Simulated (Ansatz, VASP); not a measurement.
**One calculation of BIr, two programs**

File INCAR:

```
PREC = Accurate ; ENCUT = 520
EDIFF = 1E-6 ; ISMEAR = 0
SIGMA = 0.15 ; LREAL = False
LASPH = True ; NELM = 60
ALGO = Fast ; ISIF = 2
LWAVE = False ; LCHARG = True
LELF = True ; LVHAR = True
NBANDS = 13
```

The input KPOINTS:

```
regular mesh
0
Gamma
  18 18 18
```

Contents of POSCAR:

```
BIr
1.0
    3.0421080792      0.0000000000      0.0000000000
   -1.5210540396      2.6345428776      0.0000000000
    0.0000000000      0.0000000000      2.5002493867
B Ir
1 1
Direct
    0.3333333333      0.6666666667      0.5000000000
    0.0000000000      0.0000000000      0.0000000000
```

Input for Ansatz:

```yaml
crystal:
  lattice:
    - [3.0421080792, 0.0, 0.0]
    - [-1.5210540396, 2.6345428776, 0.0]
    - [0.0, 0.0, 2.5002493867]
  atoms:
    - { symbol: B, position: [0.3333333333, 0.6666666667, 0.5] }
    - { symbol: Ir, position: [0.0, 0.0, 0.0] }
basis:
  ecutwfc: 420
kpoints:
  mp_grid: { grid: [18, 18, 18] }
hamiltonian:
  xc: lda
scf:
  occupations: { method: gaussian, width: 0.15 }
output:
  forces: true
  stress: true
  eigenvalues: true
```

Change from the starting cell: strain -0.0750 x Voigt [0, 0, 1, 0, 0, 0], atoms carried along.

Alike in both runs: task single point; functional LDA; k mesh 18 × 18 × 18; occupations gaussian, width 0.15 eV; no spin polarisation.

|  | VASP | Ansatz |
| --- | --- | --- |
| version | VASP 6.6.1 | Ansatz 0.2.0 |
| potentials or method | VASP PAW LDA potentials, release 64 (B, Ir) | scalar-relativistic, plane waves, PAW |
| plane-wave cutoff (eV) | 520 | 420 |
| valence electrons in the cell | 12 | 20 |

Ansatz gave:

* gap on the k mesh at the Fermi level (eV): none
* pressure (GPa): 26.6
* largest component of the traceless stress (GPa): 41.55

**Question.** Which values does VASP return?

**Answer.** gap on the k mesh at the Fermi level (eV): none; pressure (GPa): 29.7; largest component of the traceless stress (GPa): 42.27.

A gap of «none» marks a metal or a gap that the smearing closes. The two sets of potentials don't hold the same shells in valence.

Caveats: so large a pressure means that the cell lies far from this level's equilibrium, or that cutoff or potentials fall short (VASP). Spin-orbit coupling is left out, which matters for the levels of Ir.
